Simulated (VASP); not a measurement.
A convergence study with VASP on Rb (space group Im-3m): a few settings are varied, all else stays as given below, so the limit is that of these other settings.

```yaml
crystal:
  lattice:
    - [-2.83347, 2.83347, 2.83347]
    - [2.83347, -2.83347, 2.83347]
    - [2.83347, 2.83347, -2.83347]
  atoms:
    - { symbol: Rb, position: [0.00000, 0.00000, 0.00000] }
```

Computed with LDA (Ceperley-Alder, Perdew-Zunger), VASP's LDA PAW potentials (set 64) (plane waves; VASP). The last row used: 300 eV cut-off, 13×13×13 Γ-centred mesh, Gaussian smearing of 0.010 eV, potentials Rb_sv.

```json
[
 {"setting": "SIGMA = 1.0", "E (eV/atom)": "(withheld)", "pressure (GPa)": "(withheld)", "irreducible k-points": "84"},
 {"setting": "SIGMA = 0.5", "E (eV/atom)": "(withheld)", "pressure (GPa)": "(withheld)", "irreducible k-points": "84"},
 {"setting": "SIGMA = 0.3", "E (eV/atom)": "-1.0399", "pressure (GPa)": "-0.45", "irreducible k-points": "84"},
 {"setting": "SIGMA = 0.2", "E (eV/atom)": "-1.0400", "pressure (GPa)": "-0.46", "irreducible k-points": "84"},
 {"setting": "SIGMA = 0.1", "E (eV/atom)": "-1.0400", "pressure (GPa)": "-0.46", "irreducible k-points": "84"},
 {"setting": "SIGMA = 0.05", "E (eV/atom)": "-1.0400", "pressure (GPa)": "-0.47", "irreducible k-points": "84"},
 {"setting": "SIGMA = 0.02", "E (eV/atom)": "-1.0399", "pressure (GPa)": "-0.47", "irreducible k-points": "84"},
 {"setting": "SIGMA = 0.01", "E (eV/atom)": "-1.0399", "pressure (GPa)": "-0.47", "irreducible k-points": "84"}
]
```

Question: What belongs in the gaps?

Answer: 
- SIGMA = 1.0, E (eV/atom): -1.0445
- SIGMA = 1.0, pressure (GPa): -0.33
- SIGMA = 0.5, E (eV/atom): -1.0412
- SIGMA = 0.5, pressure (GPa): -0.43

Left out are rungs that failed or repeat a setting and relaxations that didn't move; long series are thinned to 24 rows.

The structure is a typed Rb crystal (space group no. 229). The cell was not relaxed at this level.
